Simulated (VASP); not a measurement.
An input for Quantum ESPRESSO's pw.x (written as the equivalent of a VASP run, and not itself run):

```
&CONTROL
  calculation = 'relax'
  pseudo_dir = './pseudo'
  outdir = './out'
  tprnfor = .true.
  tstress = .true.
  nstep = 30
  forc_conv_thr = 0.00039
/
&SYSTEM
  ibrav = 0
  nat = 2
  ntyp = 2
  ecutwfc = 82
  occupations = 'smearing'
  smearing = 'gaussian'
  degauss = 0.003675
  input_dft = 'pbesol'
/
&ELECTRONS
  conv_thr = 7.3e-09
  electron_maxstep = 100
/
&IONS
/
ATOMIC_SPECIES
  Ag 107.868 Ag.upf
  Br 79.904 Br.upf
CELL_PARAMETERS angstrom
     0.0000000    2.8475038    2.8475038
     2.8475038    0.0000000    2.8475038
     2.8475038    2.8475038    0.0000000
ATOMIC_POSITIONS crystal
  Ag   0.0000000  1.0000000  0.0000000
  Br   0.5000000  0.5000000  0.5000000
K_POINTS automatic
  8 8 8 0 0 0
```

Translate this input to VASP (INCAR, KPOINTS, POSCAR, choice of POTCAR).

This is not unique; one that fits is 
File POSCAR:
```
AgBr
1
    0.0000000000     2.8475037870     2.8475037870
    2.8475037870     0.0000000000     2.8475037870
    2.8475037870     2.8475037870     0.0000000000
Ag Br
1 1
Direct
  0.0000000000   1.0000000000   0.0000000000
  0.5000000000   0.5000000000   0.5000000000
```

**INCAR**
```
SIGMA = 0.05
LREAL = F   # projection in real space or not
LWAVE = F
ALGO = Normal   # blocked Davidson
SYSTEM = AgBr
EDIFFG = -0.01
GGA = PS
ISIF = 2
ISMEAR = 0   # Gaussian
LASPH = T   # aspherical one-centre terms
NELM = 100   # most electronic steps
NSW = 30   # most ionic steps
ENCUT = 480   # plane-wave cut-off (eV)
LMAXMIX = 4
IBRION = 2   # conjugate gradients
EDIFF = 1E-7
PREC = Accurate
LCHARG = F
```

File KPOINTS:
```
Regular mesh
0
Gamma
 8 8 8
```

POTCAR, in this order: Ag Br (PBE.64 set). Program: vasp_std.

Limits of the translation: the potentials are each code's own (VASP's PAW set, PseudoDojo norm-conserving files in pw.x), so ENCUT and ecutwfc are chosen apart and not converted; conv_thr bounds pw.x's estimated SCF error, while EDIFF bounds the energy change between steps; forc_conv_thr acts on force components and is met together with etot_conv_thr.

The compound is AgBr in the rock salt structure. This cell was strained or had an atom moved on purpose.
